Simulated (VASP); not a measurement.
# LiY3 (I4/mmm) in VASP: a series of runs

Runs on LiY3. Level: PBEsol. Tasks: band structure.

Everything below comes from runs of VASP 6.6.1. Logs are shortened: lines on timing, memory, paths and dates and some standing lists are left out, and cuts for length are marked.

### 1 Starting point

Symmetry: I4/mmm, No. 139, tetragonal system. Conventional cell: a = 4.734 Å, b = 4.734 Å, c = 10.653 Å, α = 90.00°, β = 90.00°, γ = 90.00°. Y (site symmetry 4/mmm) is surrounded by 4 Li at 3.35 Å and 8 Y at 3.56 Å. Y (site symmetry -4m2) is surrounded by 8 Y at 3.35 to 3.56 Å and 4 Li at 3.56 Å. Li (site symmetry 4/mmm) is surrounded by 12 Y at 3.35 to 3.56 Å.

The cell comes from a database or a generator and needn't be the stable form of this composition.

### 2 Band structure, PBEsol

Contents of INCAR:

```
SYSTEM = LiY3
PREC     = Accurate       ! precision mode
ENCUT    = 520            ! plane-wave cutoff, eV
EDIFF    = 1E-6           ! SCF threshold, eV
ISMEAR   = -1             ! smearing method
SIGMA    = 0.05           ! smearing width, eV
LREAL    = .False.        ! projectors in reciprocal space
LASPH    = .True.         ! aspherical terms in the spheres
NELM     = 100            ! most SCF steps
ALGO     = Normal         ! electronic algorithm
ISIF     = 2              ! what is computed and relaxed
LWAVE    = .False.        ! write WAVECAR
LCHARG   = .False.        ! write CHGCAR
LMAXMIX  = 4              ! l up to which the mixer works
GGA      = PS             ! functional
```

Contents of KPOINTS:

```
regular mesh
0
Gamma
  6 6 6
  0 0 0
```

Contents of POSCAR:

```
LiY3
1.0
   -2.3671900000      2.3671900000      5.3266430000
    2.3671900000     -2.3671900000      5.3266430000
    2.3671900000      2.3671900000     -5.3266430000
Y Li
3 1
Direct
    0.5000000000      0.5000000000      0.0000000000
    0.2500000000      0.7500000000      0.5000000000
    0.7500000000      0.2500000000      0.5000000000
    0.0000000000      0.0000000000      0.0000000000
```

Contents of KPOINTS_OPT:

```
path GXYSGZS1NPY1Z,XP
10
line-mode
reciprocal
 0.0000000000  0.0000000000  0.0000000000  G
 0.0000000000  0.0000000000  0.5000000000  X

 0.0000000000  0.0000000000  0.5000000000  X
-0.0987481705  0.0987481705  0.5000000000  Y

-0.0987481705  0.0987481705  0.5000000000  Y
-0.2993740852  0.2993740852  0.2993740852  S

-0.2993740852  0.2993740852  0.2993740852  S
 0.0000000000  0.0000000000  0.0000000000  G

 0.0000000000  0.0000000000  0.0000000000  G
 0.5000000000  0.5000000000 -0.5000000000  Z

 0.5000000000  0.5000000000 -0.5000000000  Z
 0.2993740852  0.7006259148 -0.2993740852  S1

 0.2993740852  0.7006259148 -0.2993740852  S1
 0.0000000000  0.5000000000  0.0000000000  N

 0.0000000000  0.5000000000  0.0000000000  N
 0.2500000000  0.2500000000  0.2500000000  P

 0.2500000000  0.2500000000  0.2500000000  P
 0.5000000000  0.5000000000 -0.0987481705  Y1

 0.5000000000  0.5000000000 -0.0987481705  Y1
 0.5000000000  0.5000000000 -0.5000000000  Z

 0.0000000000  0.0000000000  0.5000000000  X
 0.2500000000  0.2500000000  0.2500000000  P
```

Potentials or basis: VASP PAW PBE potentials, release 64 (Y_sv, Li_sv).

Command:

```console
$ cat potpaw_PBE.64/Y_sv/POTCAR potpaw_PBE.64/Li_sv/POTCAR > POTCAR
$ mpirun -np 1 vasp_std > vasp.out
```

OUTCAR:

```text
SYSTEM = LiY3
   PREC = Accurate
   ENCUT = 520
   EDIFF = 1E-6
   ISMEAR = -1
   LREAL = .False.
   LASPH = .True.
   NELM = 100
   ISIF = 2
   GGA = PS

 ion  position               nearest neighbor table
   1  0.500  0.500  0.000-   4 3.35   4 3.35   4 3.35   4 3.35   3 3.56   2 3.56   3 3.56   3 3.56
                             2 3.56   2 3.56   3 3.56   2 3.56
   2  0.250  0.750  0.500-   3 3.35   3 3.35   3 3.35   3 3.35   1 3.56   1 3.56   1 3.56   1 3.56

   3  0.750  0.250  0.500-   2 3.35   2 3.35   2 3.35   2 3.35   1 3.56   1 3.56   1 3.56   1 3.56

   4  0.000  0.000  0.000-   1 3.35   1 3.35   1 3.35   1 3.35

  LATTYP: Found a body centered tetragonal cell.
 ALAT       =     4.7343800000
 C/A-ratio  =     2.2501966467

  Lattice vectors:

 A1 = (  -2.3671900000,   2.3671900000,   5.3266430000)
 A2 = (   2.3671900000,  -2.3671900000,   5.3266430000)
 A3 = (   2.3671900000,   2.3671900000,  -5.3266430000)

Analysis of symmetry for initial positions (statically):
=====================================================================
 Subroutine PRICEL returns:
 Original cell was already a primitive cell.

 Routine SETGRP: Setting up the symmetry group for a
 body centered tetragonal supercell.

 Subroutine GETGRP returns: Found 16 space group operations
 (whereof 16 operations were pure point group operations)
 out of a pool of 16 trial point group operations.

The static configuration has the point symmetry D_4h.

Analysis of symmetry for dynamics (positions and initial velocities):
=====================================================================
 Subroutine PRICEL returns:
 Original cell was already a primitive cell.

 Routine SETGRP: Setting up the symmetry group for a
 body centered tetragonal supercell.

 Subroutine GETGRP returns: Found 16 space group operations
 (whereof 16 operations were pure point group operations)
 out of a pool of 16 trial point group operations.

The dynamic configuration has the point symmetry D_4h.

 Subroutine INISYM returns: Found 16 space group operations
 (whereof 16 operations are pure point group operations),
 and found     1 'primitive' translations

----------------------------------------------------------------------------------------

                                     Primitive cell

  volume of cell :     119.3933

  direct lattice vectors                    reciprocal lattice vectors
    -2.367190000  2.367190000  5.326643000     0.000000000  0.211220899  0.093867751
     2.367190000 -2.367190000  5.326643000     0.211220899  0.000000000  0.093867751
     2.367190000  2.367190000 -5.326643000     0.211220899  0.211220899  0.000000000

  length of vectors
     6.291287836  6.291287836  6.291287836     0.231139401  0.231139401  0.298711460

  position of ions in fractional coordinates (direct lattice)
     0.500000000  0.500000000  0.000000000
     0.250000000  0.750000000  0.500000000
     0.750000000  0.250000000  0.500000000
     0.000000000  0.000000000  0.000000000

  ion indices of the primitive-cell ions
   primitive index   ion index
                 1           1
                 2           2
                 3           3
                 4           4

----------------------------------------------------------------------------------------

 KPOINTS: regular mesh

Automatic generation of k-mesh.
 Grid dimensions read from file:
 generate k-points for:    6    6    6

 Generating k-lattice:

  Cartesian coordinates                     Fractional coordinates (reciprocal lattice)
     0.000000000  0.035203483  0.015644625     0.166666667 -0.000000000  0.000000000
     0.035203483  0.000000000  0.015644625    -0.000000000  0.166666667  0.000000000
     0.035203483  0.035203483  0.000000000     0.000000000  0.000000000  0.166666667

  Length of vectors
     0.038523234  0.038523234  0.049785243

  Shift w.r.t. Gamma in fractional coordinates (k-lattice)
     0.000000000  0.000000000  0.000000000

 Subroutine IBZKPT returns following result:
 ===========================================

 Found     30 irreducible k-points:

 Following reciprocal coordinates:
            Coordinates               Weight
  0.000000  0.000000  0.000000      1.000000
  0.166667  0.000000 -0.000000      8.000000
  0.333333  0.000000 -0.000000      8.000000
  0.500000  0.000000  0.000000      4.000000
  0.166667  0.166667  0.000000      8.000000
  0.333333  0.166667  0.000000     16.000000
[... 16 lines left out ...]
 -0.333333 -0.333333  0.166667      8.000000
 -0.166667 -0.333333  0.166667      8.000000
 [... further k-points ...]
   k-points           NKPTS =     30   k-points in BZ     NKDIM =     30   number of bands    NBANDS=     22
   number of dos      NEDOS =    301   number of ions     NIONS =      4
   total plane-waves  NPLWV = 110592
   dimension x,y,z NGX =    48 NGY =   48 NGZ =   48
   dimension x,y,z NGXF=    96 NGYF=   96 NGZF=   96
   ions per type =               3   1
   NGX,Y,Z   is equivalent  to a cutoff of  12.68, 12.68, 12.68 a.u.
   NGXF,Y,Z  is equivalent  to a cutoff of  25.37, 25.37, 25.37 a.u.
 SYSTEM =  LiY3
   PREC   = accura    normal or accurate (medium, high low for compatibility)
   ISTART =      0    job   : 0-new  1-cont  2-samecut
   ICHARG =      2    charge: 1-file 2-atom 10-const
   ISPIN  =      1    spin polarized calculation?
   LNONCOLLINEAR =      F non collinear calculations
   LSORBIT =      F    spin-orbit coupling
   LASPH  =      T    aspherical Exc in radial PAW
   ENCUT  =  520.0 eV  38.22 Ry    6.18 a.u.  11.70 11.70 11.70*2*pi/ulx,y,z
   NELM   =    100;   NELMIN=  2; NELMDL= -5     # of ELM steps
   EDIFF  = 0.1E-05   stopping-criterion for ELM
   LREAL  =      F    real-space projection
   EDIFFG = 0.1E-04   stopping-criterion for IOM
   NSW    =      0    number of steps for IOM
   IBRION =     -1    ionic relax: 0-MD 1-quasi-New 2-CG
   NFREE  =      0    steps in history (QN), initial steepest desc. (CG)
   ISIF   =      2    stress and relaxation
   ISYM   =      2    0-nonsym 1-usesym 2-fastsym
   POTIM  = 0.5000    time-step for ionic-motion
   TEBEG  =    0.0;   TEEND  =   0.0 temperature during run
   PSTRESS=    0.0 pullay stress
   NELECT =      36.0000    total number of electrons
   NUPDOWN=      -1.0000    fix difference up-down
   EMIN   =  10.00;   EMAX   =-10.00  energy-range for DOS
   EFERMI =   0.00;   METHOD = LEGACY
   ISMEAR =    -1;   SIGMA  =   0.05  broadening in eV -4-tet -1-fermi 0-gaus
   EFERMI_NEDOS =   21; number of points for ismear=-14 and -15
   IALGO  =     38    algorithm
   IMIX   =      4    mixing-type and parameters
     AMIX     =   0.40;   BMIX     =  1.00
     AMIX_MAG =   1.60;   BMIX_MAG =  1.00
  volume/ion in A,a.u.               =      29.85       201.43
  Fermi-wavevector in a.u.,A,eV,Ry     =   1.097781  2.074505 16.396697  1.205123
  Thomas-Fermi vector in A             =   2.234147
   LORBIT       =      0    0 simple, 1 ext, 2 COOP (PROOUT), +10 PAW based schemes
   GGA     = PS    functional components
   LHFCALC =     F    Hartree Fock is set to
   AEXX    =    0.0000 exact exchange contribution
   IVDW    =     0    specifies the selected vdW correction
   LEPSILON=     F    determine dielectric tensor
   LRPA    =     F    only Hartree local field effects (RPA)
 non-spin polarized calculation
  energy-cutoff  :      520.00
  volume of cell :      119.39
 maximum number of plane-waves:      3231
   NGX = 23   NGY = 23   NGZ = 23

 number of electron      35.9999996 magnetization

 Free energy of the ion-electron system (eV)
  ---------------------------------------------------
  ext. energy  EPLUGINS =         0.00000000
  ---------------------------------------------------
  free energy    TOTEN  =       -21.62084335 eV

  energy without entropy =      -21.56210879  energy(sigma->0) =      -21.59147607

 E-fermi :   2.4482     XC(G=0):  -9.0870

 val. band max:        2.4469618302   @ k =  -0.3333   0.1667  -0.0000
 cond. band min:       2.4585124835   @ k =   0.1667   0.1667   0.0000
 fundamental gap:      0.0115506533
 Fermi energy:         2.4481954675

 k-point     1 :       0.0000    0.0000    0.0000
  band No.  band energies     occupation
      1     -42.6753      2.00000
      2     -40.3220      2.00000
      3     -40.1865      2.00000
      4     -40.0962      2.00000
      5     -20.4671      2.00000
      6     -20.4211      2.00000
[... 14 lines left out ...]
     21       3.5994      0.00000
     22       3.6194      0.00000

 k-point     2 :       0.1667    0.0000   -0.0000
  band No.  band energies     occupation
      1     -42.6752      2.00000
      2     -40.3201      2.00000
      3     -40.1817      2.00000
      4     -40.1027      2.00000
      5     -20.4700      2.00000
      6     -20.4019      2.00000
[... 14 lines left out ...]
     21       3.3433      0.00000
     22       3.6420      0.00000

 k-point     3 :       0.3333    0.0000   -0.0000
  band No.  band energies     occupation
      1     -42.6752      2.00000
      2     -40.3165      2.00000
      3     -40.1671      2.00000
      4     -40.1207      2.00000
      5     -20.4377      2.00000
      6     -20.3987      2.00000
[... 14 lines left out ...]
     21       3.4704      0.00000
     22       3.7269      0.00000
[... 476 lines left out ...]
 k-point    23 :      -0.3333   -0.3333    0.1667
  band No.  band energies     occupation
      1     -42.6752      2.00000
      2     -40.3150      2.00000
      3     -40.1811      2.00000
      4     -40.1085      2.00000
      5     -20.4916      2.00000
      6     -20.4029      2.00000
[... 14 lines left out ...]
     21       3.2059      0.00000
     22       4.1918      0.00000

 k-point    24 :      -0.1667   -0.3333    0.1667
  band No.  band energies     occupation
      1     -42.6752      2.00000
      2     -40.3172      2.00000
      3     -40.1847      2.00000
      4     -40.1028      2.00000
      5     -20.4482      2.00000
      6     -20.4415      2.00000
[... 14 lines left out ...]
     21       3.4121      0.00000
     22       4.0693      0.00000

 [... further k-points ...]

------------------------ aborting loop because EDIFF is reached ----------------------------------------

  FORCE on cell =-STRESS in cart. coord.  units (eV):
  Direction    XX          YY          ZZ          XY          YZ          ZX
  --------------------------------------------------------------------------------------
  -------------------------------------------------------------------------------------
  Total       -1.0786554     -1.0786554     -1.3577739      0.0000000     -0.0000000     -0.0000000
  in kB      -14.4748312    -14.4748312    -18.2204132      0.0000000     -0.0000000     -0.0000000
  external PRESSURE =     -15.7233585 kB  Pullay stress =       0.0000000 kB

 VOLUME and BASIS-vectors are now :
 -----------------------------------------------------------------------------
  energy-cutoff  :      520.00
  volume of cell :      119.39
      direct lattice vectors                 reciprocal lattice vectors
    -2.367190000  2.367190000  5.326643000     0.000000000  0.211220899  0.093867751
     2.367190000 -2.367190000  5.326643000     0.211220899  0.000000000  0.093867751
     2.367190000  2.367190000 -5.326643000     0.211220899  0.211220899  0.000000000

 POSITION                                       TOTAL-FORCE (eV/Angst)
 -----------------------------------------------------------------------------------
      0.00000      0.00000      5.32664        -0.000000     -0.000000      0.000000
      2.36719      0.00000      2.66332         0.000000     -0.000000      0.000000
      0.00000      2.36719      2.66332         0.000000      0.000000     -0.000000
      0.00000      0.00000      0.00000        -0.000000     -0.000000      0.000000
 -----------------------------------------------------------------------------------
    total drift:                                0.000000     -0.000000      0.000000

  FREE ENERGIE OF THE ION-ELECTRON SYSTEM (eV)
  ---------------------------------------------------
  free  energy   TOTEN  =       -21.6208433539 eV

  energy  without entropy=      -21.5621087853  energy(sigma->0) =      -21.59147607
```

Run time: 5.9 min. Hardware: 1 thread of Intel Xeon 6975P-C (Granite Rapids), shared host; peak memory 0.37 GiB.

What came out:

```
Free energy             : -21.6208 eV
Band gap along the path : none (metal or under the smearing width)
```

Levels at the corners of the path, in eV from the Fermi level:
```tsv
point	band 14	band 15	band 16	band 17	band 18	band 19	band 20	band 21	band 22
Γ	-4.48	-1.37	-1.19	-0.27	0.21	0.21	0.52	1.15	1.17
X	-1.61	-1.52	-1.34	-0.85	-0.24	0.43	0.54	0.80	0.96
X	-1.61	-1.52	-1.34	-0.85	-0.24	0.43	0.54	0.80	0.96
Y	-1.65	-1.58	-1.37	-0.87	-0.16	0.27	0.65	0.77	0.85
Y	-1.65	-1.58	-1.37	-0.87	-0.16	0.27	0.65	0.77	0.85
S	-2.24	-2.03	-1.60	-0.53	-0.06	0.18	0.49	1.12	1.53
S	-2.24	-2.03	-1.60	-0.53	-0.06	0.18	0.49	1.12	1.53
Γ	-4.48	-1.37	-1.19	-0.27	0.21	0.21	0.52	1.16	1.17
Γ	-4.48	-1.37	-1.19	-0.27	0.21	0.21	0.52	1.15	1.17
Z	-3.27	-2.58	-1.69	-0.51	-0.26	-0.26	-0.07	1.19	2.29
Z	-3.27	-2.58	-1.69	-0.51	-0.26	-0.26	-0.07	1.19	2.33
S1	-2.24	-2.03	-1.60	-0.53	-0.06	0.18	0.49	1.12	1.53
S1	-2.24	-2.03	-1.60	-0.53	-0.06	0.18	0.49	1.12	1.53
N	-2.61	-1.91	-0.94	-0.35	-0.15	0.19	0.49	1.33	1.40
N	-2.61	-1.91	-0.94	-0.35	-0.15	0.19	0.49	1.33	1.41
P	-1.43	-1.43	-1.39	-1.29	0.19	0.42	0.42	0.56	1.23
P	-1.43	-1.43	-1.39	-1.29	0.19	0.42	0.42	0.56	1.23
Y1	-1.65	-1.58	-1.37	-0.87	-0.16	0.27	0.65	0.77	0.85
Y1	-1.65	-1.58	-1.37	-0.87	-0.16	0.27	0.65	0.77	0.85
Z	-3.27	-2.58	-1.69	-0.51	-0.26	-0.26	-0.07	1.19	2.31
X	-1.61	-1.52	-1.34	-0.85	-0.24	0.43	0.54	0.80	0.96
P	-1.43	-1.43	-1.39	-1.29	0.19	0.42	0.42	0.56	1.23
```

Caveat: the cutoff is under 1.25 times the usual one of these potentials, so pressure, stress and relaxed cells hold a basis-set (Pulay) error; the PAW data sets were made with another functional, which shifts forces and pressure a little.

### 3 Band structure, PBEsol, spin-orbit coupling, no magnetisation

INCAR, as its differences from that of step 2:

```diff
@@ -13,2 +13,7 @@
 LCHARG   = .False.        ! write CHGCAR
+LNONCOLLINEAR= .True.         ! non-collinear magnetism
+MAGMOM   = 0 0 0 0 0 0 0 0 0 0 0 0 ! initial moments
+LORBIT   = 11             ! projections on sites
+LSORBIT  = .True.         ! spin-orbit coupling
+GGA_COMPAT= .False.      
 LMAXMIX  = 4              ! l up to which the mixer works
```

KPOINTS is that of step 2.

POSCAR is that of step 2.

KPOINTS_OPT is that of step 2.

Potentials or basis: VASP PAW PBE potentials, release 64 (Y_sv, Li_sv).

Command:

```console
$ cat potpaw_PBE.64/Y_sv/POTCAR potpaw_PBE.64/Li_sv/POTCAR > POTCAR
$ mpirun -np 1 vasp_ncl > vasp.out
```

OUTCAR:

```text
SYSTEM = LiY3
   PREC = Accurate
   ENCUT = 520
   EDIFF = 1E-6
   ISMEAR = -1
   LREAL = .False.
   LASPH = .True.
   NELM = 100
   ISIF = 2
   LNONCOLLINEAR = .True.
   LORBIT = 11
   LSORBIT = .True.
   GGA = PS

 ion  position               nearest neighbor table
   1  0.500  0.500  0.000-   4 3.35   4 3.35   4 3.35   4 3.35   3 3.56   2 3.56   3 3.56   3 3.56
                             2 3.56   2 3.56   3 3.56   2 3.56
   2  0.250  0.750  0.500-   3 3.35   3 3.35   3 3.35   3 3.35   1 3.56   1 3.56   1 3.56   1 3.56

[... 1458 lines left out ...]
     0.0000000     0.0000000     0.0000000     0.0000000     0.0000000     0.0000000     0.0000000
     0.0000000     0.0000000     0.0000000     0.0000000     0.0000000     0.0000000     0.0000000
     0.0000000     0.0000000     0.0000000     0.0000000     0.0000000     0.0000000     0.0000000

 total charge

# of ion       s       p       d       f       tot
--------------------------------------------------
    1        2.282   6.207   0.893   0.005   9.387
    2        2.297   6.180   0.978   0.006   9.461
    3        2.297   6.180   0.978   0.006   9.461
    4        2.034   0.051   0.000   0.000   2.085
--------------------------------------------------
tot          8.909  18.616   2.850   0.018  30.393

 magnetization (x)

# of ion       s       p       d       f       tot
--------------------------------------------------
    1       -0.000   0.000   0.000  -0.000  -0.000
    2        0.000   0.000   0.000   0.000   0.000
    3        0.000   0.000   0.000   0.000   0.000
    4        0.000   0.000   0.000   0.000   0.000
--------------------------------------------------
tot         -0.000   0.000   0.000  -0.000   0.000

 magnetization (y)

# of ion       s       p       d       f       tot
--------------------------------------------------
    1        0.000   0.000   0.000   0.000   0.000
    2        0.000  -0.000   0.000   0.000  -0.000
    3        0.000  -0.000   0.000   0.000  -0.000
    4        0.000  -0.000   0.000   0.000  -0.000
--------------------------------------------------
tot          0.000  -0.000   0.000   0.000  -0.000

 magnetization (z)

# of ion       s       p       d       f       tot
--------------------------------------------------
    1       -0.000  -0.000  -0.000   0.000  -0.000
    2        0.000   0.000   0.000   0.000   0.000
    3        0.000   0.000   0.000   0.000   0.000
    4        0.000   0.000   0.000   0.000   0.000
--------------------------------------------------
tot         -0.000  -0.000  -0.000   0.000  -0.000
```

Run time: 21 min. Hardware: 1 thread of Intel Xeon 6975P-C (Granite Rapids), shared host; peak memory 0.84 GiB.

What came out:

```yaml
Free_energy: -21.7695 eV
Valence_electrons_inside_the_program's_atomic_spheres: Y 9.39, 9.46; Li 2.08
```

Caveat: the cutoff is under 1.25 times the usual one of these potentials, so pressure, stress and relaxed cells hold a basis-set (Pulay) error; the PAW data sets were made with another functional, which shifts forces and pressure a little.
